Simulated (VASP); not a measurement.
Level of theory: PBE GGA, VASP's PBE PAW potentials (set 64) (plane waves; VASP).

A VASP calculation is set up with these files.

**INCAR**
```
ALGO = Normal
EDIFF = 1E-6
ENCUT = 300
GGA = PE
ISIF = 2
ISMEAR = 1
LASPH = T
LCHARG = F
LMAXMIX = 6
LREAL = F
LWAVE = F
NELM = 100
PREC = Accurate
SIGMA = 0.272
SYSTEM = Ce
```

POSCAR:
```
Ce
1
    0.0000000000     2.3822380000     2.3822380000
    2.3822380000     0.0000000000     2.3822380000
    2.3822380000     2.3822380000     0.0000000000
Ce
1
Direct
  0.0000000000   0.0000000000   0.0000000000
```

KPOINTS:
```
Automatic mesh
0
gamma
  11 11 11
0.5 0.5 0.5
```

POTCAR, in this order: Ce (PBE.64 set). Program: vasp_std.

What VASP printed:

### OSZICAR
```
       N       E                     dE             d eps       ncg     rms          rms(c)
DAV:   1     0.832755514509E+02    0.83276E+02   -0.36304E+03  2928   0.991E+02
DAV:   2    -0.198492250589E+01   -0.85260E+02   -0.83581E+02  4048   0.195E+02
DAV:   3    -0.629094022342E+01   -0.43060E+01   -0.41386E+01  3600   0.597E+01
DAV:   4    -0.651121763249E+01   -0.22028E+00   -0.21611E+00  5536   0.111E+01
DAV:   5    -0.651677012004E+01   -0.55525E-02   -0.55340E-02  5264   0.187E+00    0.895E+00
DAV:   6    -0.649144162026E+01    0.25328E-01   -0.14179E+01  4648   0.248E+01    0.687E+00
DAV:   7    -0.600898880191E+01    0.48245E+00   -0.89853E+00  5296   0.224E+01    0.384E+00
DAV:   8    -0.592494497281E+01    0.84044E-01   -0.10998E+00  4868   0.764E+00    0.740E-01
DAV:   9    -0.592418441792E+01    0.76055E-03   -0.54280E-02  5416   0.180E+00    0.207E-01
DAV:  10    -0.592515591131E+01   -0.97149E-03   -0.31526E-03  5340   0.377E-01    0.176E-01
DAV:  11    -0.592504905836E+01    0.10685E-03   -0.14297E-03  5572   0.322E-01    0.337E-02
DAV:  12    -0.592504617459E+01    0.28838E-05    0.13758E-05  5358   0.520E-02    0.147E-02
DAV:  13    -0.592503966391E+01    0.65107E-05    0.23236E-05  5580   0.318E-02    0.123E-03
DAV:  14    -0.592503689590E+01    0.27680E-05    0.25880E-05  3128   0.476E-03    0.397E-04
DAV:  15    -0.592503516517E+01    0.17307E-05    0.17223E-05  2728   0.222E-03    0.883E-04
DAV:  16    -0.592503383976E+01    0.13254E-05    0.12978E-05  2518   0.197E-03    0.552E-04
DAV:  17    -0.592503282567E+01    0.10141E-05    0.10032E-05  2320   0.244E-03    0.457E-04
DAV:  18    -0.592503203759E+01    0.78807E-06    0.77911E-06  2294   0.103E-03
   1 F= -.59250320E+01 E0= -.59362540E+01  d E =0.336659E-01
```

File OUTCAR:
```
------------------------ aborting loop because EDIFF is reached ----------------------------------------
  FORCE on cell =-STRESS in cart. coord.  units (eV):
  Direction    XX          YY          ZZ          XY          YZ          ZX
  --------------------------------------------------------------------------------------
  Total       -0.2337032     -0.2337032     -0.2337032      0.0000000      0.0000000      0.0000000
  in kB      -13.8480883    -13.8480883    -13.8480883      0.0000000      0.0000000      0.0000000
  external PRESSURE =     -13.8480883 kB  Pullay stress =       0.0000000 kB
  volume of cell :       27.04
      direct lattice vectors                 reciprocal lattice vectors
     0.000000000  2.382238000  2.382238000    -0.209886670  0.209886670  0.209886670
     2.382238000  0.000000000  2.382238000     0.209886670 -0.209886670  0.209886670
     2.382238000  2.382238000  0.000000000     0.209886670  0.209886670 -0.209886670
 POSITION                                       TOTAL-FORCE (eV/Angst)
 -----------------------------------------------------------------------------------
      0.00000      0.00000      0.00000        -0.000000     -0.000000     -0.000000
 -----------------------------------------------------------------------------------
    total drift:                                0.000000     -0.000000     -0.000000
  FREE ENERGIE OF THE ION-ELECTRON SYSTEM (eV)
  ---------------------------------------------------
  free  energy   TOTEN  =        -5.9250320376 eV

  energy  without entropy=       -5.9586979276  energy(sigma->0) =       -5.93625400
```
(Selected blocks of OUTCAR.)

At this cut-off the stress carries a Pulay error, which pulls relaxed volumes low.

The structure comes from a computed database's Ce entry; how it stands against other phases isn't given here. The cell was not relaxed at this level. The run is one of a series of settings (KPOINTS 11×11×11 Γ-centred mesh shifted by (0.5, 0.5, 0.5) against the base run), some of them coarse on purpose. The run is not spin-polarised, so no magnetic state was tried.
